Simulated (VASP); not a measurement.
# CsZnH3 (Pm-3m) in VASP: further runs

Runs on CsZnH3. Level: PBE. Tasks: single point, relaxation of cell and atoms.

Everything below comes from runs of VASP 6.6.1. Logs are shortened: lines on timing, memory, paths and dates and some standing lists are left out, and cuts for length are marked.

## 1. Starting point

The structure is cubic, space group Pm-3m (No. 221). The conventional cell has a = 4.121 Å, b = 4.121 Å, c = 4.121 Å, α = 90.00°, β = 90.00°, γ = 90.00°. Cs (site symmetry m-3m) has 12 H at 2.91 Å as nearest neighbours. Zn (site symmetry m-3m) is surrounded by 6 H at 2.06 Å. H (site symmetry 4/mmm) is surrounded by 2 Zn at 2.06 Å.

The cell was built by a generator and needn't be a form met in nature.

## 2. Single point, PBE

Input file INCAR:

```
ALGO     = Normal         # electronic algorithm
EDIFF    = 1E-6           # SCF threshold, eV
ENCUT    = 520            # plane-wave cutoff, eV
GGA      = PE             # functional
ISIF     = 2              # what is computed and relaxed
ISMEAR   = 0              # smearing method
LASPH    = True           # aspherical terms in the spheres
LCHARG   = False          # write CHGCAR
LREAL    = False          # projectors in reciprocal space
LWAVE    = False          # write WAVECAR
NBANDS   = 20             # bands
NELM     = 80             # most SCF steps
PREC     = Accurate       # precision mode
SIGMA    = 0.1            # smearing width, eV
```

Input file KPOINTS:

```
k-points
0
Gamma
  10 10 10
```

Input file POSCAR:

```
CsZnH3
1.0
    4.1209253226      0.0000000000      0.0000000000
    0.0000000000      4.1209253226      0.0000000000
    0.0000000000      0.0000000000      4.1209253226
Cs Zn H
1 1 3
Direct
    0.5000000000      0.5000000000      0.5000000000
    0.0000000000      0.0000000000      0.0000000000
    0.5000000000      0.0000000000      0.0000000000
    0.0000000000      0.5000000000      0.0000000000
    0.0000000000      0.0000000000      0.5000000000
```

Potentials or basis: VASP PAW PBE potentials, release 64 (Cs_sv, Zn, H).

The run is started by

```console
$ cat potpaw_PBE.64/Cs_sv/POTCAR potpaw_PBE.64/Zn/POTCAR potpaw_PBE.64/H/POTCAR > POTCAR
$ mpirun -np 1 vasp_std > vasp.out
```

OUTCAR:

```text
EDIFF = 1E-6
   ENCUT = 520
   GGA = PE
   ISIF = 2
   ISMEAR = 0
   LASPH = True
   LREAL = False
   NELM = 80
   PREC = Accurate

 ion  position               nearest neighbor table
   1  0.500  0.500  0.500-
   2  0.000  0.000  0.000-
   3  0.500  0.000  0.000-
   4  0.000  0.500  0.000-
   5  0.000  0.000  0.500-

  LATTYP: Found a simple cubic cell.
 ALAT       =     4.1209253226

  Lattice vectors:

 A1 = (   4.1209253226,   0.0000000000,   0.0000000000)
 A2 = (   0.0000000000,   4.1209253226,   0.0000000000)
 A3 = (   0.0000000000,   0.0000000000,   4.1209253226)

Analysis of symmetry for initial positions (statically):
=====================================================================
 Subroutine PRICEL returns:
 Original cell was already a primitive cell.

 Routine SETGRP: Setting up the symmetry group for a
 simple cubic supercell.

 Subroutine GETGRP returns: Found 48 space group operations
 (whereof 48 operations were pure point group operations)
 out of a pool of 48 trial point group operations.

The static configuration has the point symmetry O_h .

Analysis of symmetry for dynamics (positions and initial velocities):
=====================================================================
 Subroutine PRICEL returns:
 Original cell was already a primitive cell.

 Routine SETGRP: Setting up the symmetry group for a
 simple cubic supercell.

 Subroutine GETGRP returns: Found 48 space group operations
 (whereof 48 operations were pure point group operations)
 out of a pool of 48 trial point group operations.

The dynamic configuration has the point symmetry O_h .

 Subroutine INISYM returns: Found 48 space group operations
 (whereof 48 operations are pure point group operations),
 and found     1 'primitive' translations

----------------------------------------------------------------------------------------

                                     Primitive cell

  volume of cell :      69.9817

  direct lattice vectors                    reciprocal lattice vectors
     4.120925323  0.000000000  0.000000000     0.242663946  0.000000000  0.000000000
     0.000000000  4.120925323  0.000000000     0.000000000  0.242663946  0.000000000
     0.000000000  0.000000000  4.120925323     0.000000000  0.000000000  0.242663946

  length of vectors
     4.120925323  4.120925323  4.120925323     0.242663946  0.242663946  0.242663946

  position of ions in fractional coordinates (direct lattice)
     0.500000000  0.500000000  0.500000000
     0.000000000  0.000000000  0.000000000
     0.500000000  0.000000000  0.000000000
     0.000000000  0.500000000  0.000000000
     0.000000000  0.000000000  0.500000000

  ion indices of the primitive-cell ions
   primitive index   ion index
                 1           1
                 2           2
                 3           3
                 4           4
                 5           5

----------------------------------------------------------------------------------------

 KPOINTS: k-points

Automatic generation of k-mesh.
 Grid dimensions read from file:
 generate k-points for:   10   10   10

 Generating k-lattice:

  Cartesian coordinates                     Fractional coordinates (reciprocal lattice)
     0.024266395  0.000000000  0.000000000     0.100000000  0.000000000  0.000000000
     0.000000000  0.024266395  0.000000000     0.000000000  0.100000000  0.000000000
     0.000000000  0.000000000  0.024266395     0.000000000  0.000000000  0.100000000

  Length of vectors
     0.024266395  0.024266395  0.024266395

  Shift w.r.t. Gamma in fractional coordinates (k-lattice)
     0.000000000  0.000000000  0.000000000

 Subroutine IBZKPT returns following result:
 ===========================================

 Found     56 irreducible k-points:

 Following reciprocal coordinates:
            Coordinates               Weight
  0.000000  0.000000  0.000000      1.000000
  0.100000  0.000000  0.000000      6.000000
  0.200000  0.000000  0.000000      6.000000
  0.300000  0.000000  0.000000      6.000000
  0.400000  0.000000  0.000000      6.000000
  0.500000  0.000000  0.000000      3.000000
[... 16 lines left out ...]
  0.200000  0.100000  0.100000     24.000000
  0.300000  0.100000  0.100000     24.000000
 [... further k-points ...]
   k-points           NKPTS =     56   k-points in BZ     NKDIM =     56   number of bands    NBANDS=     20
   number of dos      NEDOS =    301   number of ions     NIONS =      5
   total plane-waves  NPLWV =  32768
   dimension x,y,z NGX =    32 NGY =   32 NGZ =   32
   dimension x,y,z NGXF=    64 NGYF=   64 NGZF=   64
   ions per type =               1   1   3
   NGX,Y,Z   is equivalent  to a cutoff of  12.91, 12.91, 12.91 a.u.
   NGXF,Y,Z  is equivalent  to a cutoff of  25.82, 25.82, 25.82 a.u.
 SYSTEM =  unknown system
   PREC   = accura    normal or accurate (medium, high low for compatibility)
   ISTART =      0    job   : 0-new  1-cont  2-samecut
   ICHARG =      2    charge: 1-file 2-atom 10-const
   ISPIN  =      1    spin polarized calculation?
   LNONCOLLINEAR =      F non collinear calculations
   LSORBIT =      F    spin-orbit coupling
   LASPH  =      T    aspherical Exc in radial PAW
   ENCUT  =  520.0 eV  38.22 Ry    6.18 a.u.   7.66  7.66  7.66*2*pi/ulx,y,z
   NELM   =     80;   NELMIN=  2; NELMDL= -5     # of ELM steps
   EDIFF  = 0.1E-05   stopping-criterion for ELM
   LREAL  =      F    real-space projection
   EDIFFG = 0.1E-04   stopping-criterion for IOM
   NSW    =      0    number of steps for IOM
   IBRION =     -1    ionic relax: 0-MD 1-quasi-New 2-CG
   NFREE  =      0    steps in history (QN), initial steepest desc. (CG)
   ISIF   =      2    stress and relaxation
   ISYM   =      2    0-nonsym 1-usesym 2-fastsym
   POTIM  = 0.5000    time-step for ionic-motion
   TEBEG  =    0.0;   TEEND  =   0.0 temperature during run
   PSTRESS=    0.0 pullay stress
   NELECT =      24.0000    total number of electrons
   NUPDOWN=      -1.0000    fix difference up-down
   EMIN   =  10.00;   EMAX   =-10.00  energy-range for DOS
   EFERMI =   0.00;   METHOD = LEGACY
   ISMEAR =     0;   SIGMA  =   0.10  broadening in eV -4-tet -1-fermi 0-gaus
   EFERMI_NEDOS =   21; number of points for ismear=-14 and -15
   IALGO  =     38    algorithm
   IMIX   =      4    mixing-type and parameters
     AMIX     =   0.40;   BMIX     =  1.00
     AMIX_MAG =   1.60;   BMIX_MAG =  1.00
  volume/ion in A,a.u.               =      14.00        94.45
  Fermi-wavevector in a.u.,A,eV,Ry     =   1.145910  2.165456 17.865942  1.313110
  Thomas-Fermi vector in A             =   2.282596
   LORBIT       =      0    0 simple, 1 ext, 2 COOP (PROOUT), +10 PAW based schemes
   GGA     = PE    functional components
   LHFCALC =     F    Hartree Fock is set to
   AEXX    =    0.0000 exact exchange contribution
   IVDW    =     0    specifies the selected vdW correction
   LEPSILON=     F    determine dielectric tensor
   LRPA    =     F    only Hartree local field effects (RPA)
 non-spin polarized calculation
 Gauss-broadening in eV      SIGMA  =   0.10
  energy-cutoff  :      520.00
  volume of cell :       69.98
 maximum number of plane-waves:      1924
 NGX is ok and might be reduce to    32
   NGX = 15   NGY = 15   NGZ = 15

 number of electron      23.9999973 magnetization

 Free energy of the ion-electron system (eV)
  ---------------------------------------------------
  ext. energy  EPLUGINS =         0.00000000
  ---------------------------------------------------
  free energy    TOTEN  =       -11.75182345 eV

  energy without entropy =      -11.74931753  energy(sigma->0) =      -11.75057049

 E-fermi :   0.8402     XC(G=0):  -9.4514

 val. band max:        0.8205030791   @ k =   0.5000   0.1000   0.0000
 cond. band min:       0.9058198610   @ k =   0.3000   0.0000   0.0000
 fundamental gap:      0.0853167818
 Fermi energy:         0.8402144364

 k-point     1 :       0.0000    0.0000    0.0000
  band No.  band energies     occupation
      1     -19.5176      2.00000
      2      -6.0864      2.00000
      3      -6.0864      2.00000
      4      -6.0864      2.00000
      5      -5.5137      2.00000
      6      -5.5137      2.00000
[... 12 lines left out ...]
     19       9.6840      0.00000
     20       9.6840      0.00000

 k-point     2 :       0.1000    0.0000    0.0000
  band No.  band energies     occupation
      1     -19.5086      2.00000
      2      -6.4441      2.00000
      3      -6.0822      2.00000
      4      -6.0822      2.00000
      5      -5.5115      2.00000
      6      -5.4726      2.00000
[... 12 lines left out ...]
     19       9.6928      0.00000
     20       9.6970      0.00000

 k-point     3 :       0.2000    0.0000    0.0000
  band No.  band energies     occupation
      1     -19.4850      2.00000
      2      -6.9893      2.00000
      3      -6.0718      2.00000
      4      -6.0718      2.00000
      5      -5.5057      2.00000
      6      -5.3867      2.00000
[... 12 lines left out ...]
     19       9.8281      0.00000
     20       9.8288      0.00000

 k-point     4 :       0.3000    0.0000    0.0000
  band No.  band energies     occupation
      1     -19.4554      2.00000
      2      -7.4547      2.00000
      3      -6.0596      2.00000
      4      -6.0596      2.00000
      5      -5.4985      2.00000
      6      -5.2841      2.00000
[... 429 lines left out ...]
 k-point    23 :       0.2000    0.1000    0.1000
  band No.  band energies     occupation
      1     -19.4679      2.00000
      2      -6.9702      2.00000
      3      -6.2950      2.00000
      4      -6.2040      2.00000
      5      -5.4483      2.00000
      6      -5.3571      2.00000
[... 12 lines left out ...]
     19       9.7362      0.00000
     20       9.8952      0.00000

 k-point    24 :       0.3000    0.1000    0.1000
  band No.  band energies     occupation
      1     -19.4390      2.00000
      2      -7.3779      2.00000
      3      -6.2477      2.00000
      4      -6.1696      2.00000
      5      -5.4572      2.00000
      6      -5.2706      2.00000
[... 12 lines left out ...]
     19       9.6643      0.00000
     20      10.3459      0.00000

 [... further k-points ...]

------------------------ aborting loop because EDIFF is reached ----------------------------------------

  FORCE on cell =-STRESS in cart. coord.  units (eV):
  Direction    XX          YY          ZZ          XY          YZ          ZX
  --------------------------------------------------------------------------------------
  -------------------------------------------------------------------------------------
  Total        0.0298296      0.0298296      0.0298296      0.0000000     -0.0000000      0.0000000
  in kB        0.6829267      0.6829267      0.6829267      0.0000000     -0.0000000      0.0000000
  external PRESSURE =       0.6829267 kB  Pullay stress =       0.0000000 kB

 VOLUME and BASIS-vectors are now :
 -----------------------------------------------------------------------------
  energy-cutoff  :      520.00
  volume of cell :       69.98
      direct lattice vectors                 reciprocal lattice vectors
     4.120925323  0.000000000  0.000000000     0.242663946  0.000000000  0.000000000
     0.000000000  4.120925323  0.000000000     0.000000000  0.242663946  0.000000000
     0.000000000  0.000000000  4.120925323     0.000000000  0.000000000  0.242663946

 POSITION                                       TOTAL-FORCE (eV/Angst)
 -----------------------------------------------------------------------------------
      2.06046      2.06046      2.06046         0.000000      0.000000      0.000000
      0.00000      0.00000      0.00000         0.000000      0.000000      0.000000
      2.06046      0.00000      0.00000         0.000000      0.000000      0.000000
      0.00000      2.06046      0.00000         0.000000      0.000000      0.000000
      0.00000      0.00000      2.06046         0.000000      0.000000      0.000000
 -----------------------------------------------------------------------------------
    total drift:                                0.000000      0.000000     -0.000000

  FREE ENERGIE OF THE ION-ELECTRON SYSTEM (eV)
  ---------------------------------------------------
  free  energy   TOTEN  =       -11.7518234470 eV

  energy  without entropy=      -11.7493175268  energy(sigma->0) =      -11.75057049
```

Run time: 25 s. Hardware: 1 thread of Intel Xeon 6975P-C (Granite Rapids), shared host; peak memory 0.23 GiB.

What came out:

```yaml
Free_energy: -11.7518 eV
Pressure: 0.1 GPa
Band_gap_on_the_k_mesh: none (metal or under the smearing width)
```

Levels at points of the mesh, in eV from the Fermi level:
```csv
k point,band 10,band 11,band 12,band 13,band 14,band 15
"(0.00, 0.00, 0.00)",-5.96,-0.28,-0.28,5.05,5.05,5.05
"(0.50, 0.00, 0.00)",-3.24,-3.04,0.30,3.69,3.69,4.46
"(0.50, 0.50, 0.00)",-4.04,-1.55,-1.55,3.95,3.99,5.69
"(0.50, 0.50, 0.50)",-3.00,-3.00,-3.00,-1.11,8.61,8.61
```

The run has no spin-orbit coupling, so splittings on Cs are missing.

## 3. Relaxation of cell and atoms, PBE

This run uses another cell than the first one, of 13.94 Å³/atom, 0.996 times its volume.

Input file INCAR:

```
SYSTEM = CsZnH3
ALGO = Fast
EDIFF = 1E-6
EDIFFG = -0.01
ENCUT = 600
GGA = PE
IBRION = 2
ISIF = 3
ISMEAR = 0
LASPH = .True.
LCHARG = .False.
LREAL = .False.
LWAVE = .False.
NELM = 100
NSW = 100
PREC = Accurate
SIGMA = 0.1
```

Input file KPOINTS:

```
k-points
0
Gamma
  10 10 10
  0 0 0
```

Edit POSCAR of step 2 so:

```diff
@@ -2,5 +2,5 @@
 1.0
-    4.1209253226      0.0000000000      0.0000000000
-    0.0000000000      4.1209253226      0.0000000000
-    0.0000000000      0.0000000000      4.1209253226
+    4.1158148928      0.0000000000      0.0000000000
+    0.0000000000      4.1158148928      0.0000000000
+    0.0000000000      0.0000000000      4.1158148928
 Cs Zn H
```

Potentials or basis: VASP PAW PBE potentials, release 64 (Cs_sv, Zn, H).

The run is started by

```console
$ cat potpaw_PBE.64/Cs_sv/POTCAR potpaw_PBE.64/Zn/POTCAR potpaw_PBE.64/H/POTCAR > POTCAR
$ mpirun -np 1 vasp_std > vasp.out
```

Wall time 46 s (1 thread of Intel Xeon 6975P-C (Granite Rapids), shared host); peak memory 0.27 GiB.

The run converged. Its results:

| Property | Result |
| --- | --- |
| Free energy | -11.7526 eV |
| Relaxed volume | 14.02 Å³/atom |
| Relaxed cell | a = 4.123 Å, b = 4.123 Å, c = 4.123 Å, α = 90.00°, β = 90.00°, γ = 90.00° |
| Space group after relaxing (to 0.05 Å) | Pm-3m (No. 221) |
| Energy gained by relaxing | 0.1 meV/atom |
| Ionic steps | 2 |
| Pressure after relaxing | 0.1 GPa |
| Band gap on the k mesh | none (metal or under the smearing width) |

Step by step:
```tsv
step	energy change (eV)	largest force (eV/Å)	pressure (GPa)	volume (Å³)
1	0.0000	0.0000	0.44	69.72
2	-0.0004	0.0000	0.07	70.11
```

Final structure:
```
CELL_PARAMETERS angstrom
4.12342 0.00000 0.00000
0.00000 4.12342 0.00000
0.00000 0.00000 4.12342
ATOMIC_POSITIONS crystal
Cs 0.50000 0.50000 0.50000
Zn 0.00000 0.00000 0.00000
H 0.50000 0.00000 0.00000
H 0.00000 0.50000 0.00000
H 0.00000 0.00000 0.50000
```

Levels at points of the mesh, in eV from the Fermi level:
```
           k point  band 8  band 9  band 10  band 11  band 12  band 13  band 14  band 15  band 16
(0.00, 0.00, 0.00)   -5.96   -5.96    -5.96    -0.28    -0.28     5.05     5.05     5.05     7.10
(0.50, 0.00, 0.00)   -5.85   -5.85    -3.24    -3.04     0.30     3.69     3.69     4.47     6.30
(0.50, 0.50, 0.00)   -5.98   -5.97    -4.03    -1.55    -1.55     3.94     3.99     5.69     6.27
(0.50, 0.50, 0.50)   -5.84   -5.84    -3.00    -3.00    -3.00    -1.11     8.60     8.60     8.60
```

## 4. Single point, PBE

This run uses another cell than the first one, of 19.50 Å³/atom, 1.393 times its volume.

Input file INCAR:

```
SYSTEM = CsZnH3
PREC = Accurate
ENCUT = 520
EDIFF = 1E-7
ISMEAR = 0
SIGMA = 0.1
LREAL = .FALSE.
LASPH = .TRUE.
NELM = 100
ALGO = Fast
ISIF = 2
LWAVE = .FALSE.
LCHARG = .FALSE.
GGA = PE
NBANDS = 20
```

Input file KPOINTS:

```
Automatic mesh
0
G
  4 4 4
  0 0 0
```

Edit POSCAR of step 3 so:

```diff
@@ -2,5 +2,5 @@
 1.0
-    4.1158148928      0.0000000000      0.0000000000
-    0.0000000000      4.1158148928      0.0000000000
-    0.0000000000      0.0000000000      4.1158148928
+    4.6028727600      0.0000000000      0.0000000000
+    0.0000000000      4.6028727600      0.0000000000
+    0.0000000000      0.0000000000      4.6028727600
 Cs Zn H
```

The run is started by

```console
$ cat potpaw_PBE.64/Cs_sv/POTCAR potpaw_PBE.64/Zn/POTCAR potpaw_PBE.64/H/POTCAR > POTCAR
$ mpirun -np 1 vasp_std > vasp.out
```

Wall time 11 s (1 thread of Intel Xeon 6975P-C (Granite Rapids), shared host); peak memory 0.2 GiB.

Results (log left out):

```yaml
Free_energy: -11.0495 eV
Pressure: -6.4 GPa
Band_gap_on_the_k_mesh: none (metal or under the smearing width)
```

Levels at points of the mesh, in eV from the Fermi level:
```
           k point  band 9  band 10  band 11  band 12  band 13  band 14  band 15  band 16
(0.00, 0.00, 0.00)   -6.16    -5.05    -0.34    -0.34     4.18     4.18     4.18     5.15
(0.50, 0.00, 0.00)   -6.15    -3.57    -2.38    -0.03     3.56     3.56     4.06     4.55
(0.50, 0.50, 0.00)   -6.16    -3.43    -1.62    -1.62     2.43     3.70     4.87     5.79
(0.50, 0.50, 0.50)   -6.14    -2.18    -2.18    -2.18    -1.40     6.66     6.66     6.66
```

Spin-orbit coupling is left out, which matters for the levels of Cs.

## 5. Overview

| task | cell | k mesh | cutoff (eV) | gap on the mesh (eV) | pressure (GPa) |
| --- | --- | --- | --- | --- | --- |
| single point | Pm-3m, 14.0 Å³/atom | 10 × 10 × 10 | 520 | none | 0.1 |
| relaxation of cell and atoms | relaxed | 10 × 10 × 10 | 600 | none | 0.1 |
| single point | Pm-3m, 19.5 Å³/atom | 4 × 4 × 4 | 520 | none | -6.4 |

Alike in all rows: level PBE; potentials or basis VASP PAW PBE potentials, release 64 (Cs_sv, Zn, H); no spin polarisation; smearing gaussian 0.1 eV.

Absolute energies hang on the potentials; compare differences alone.
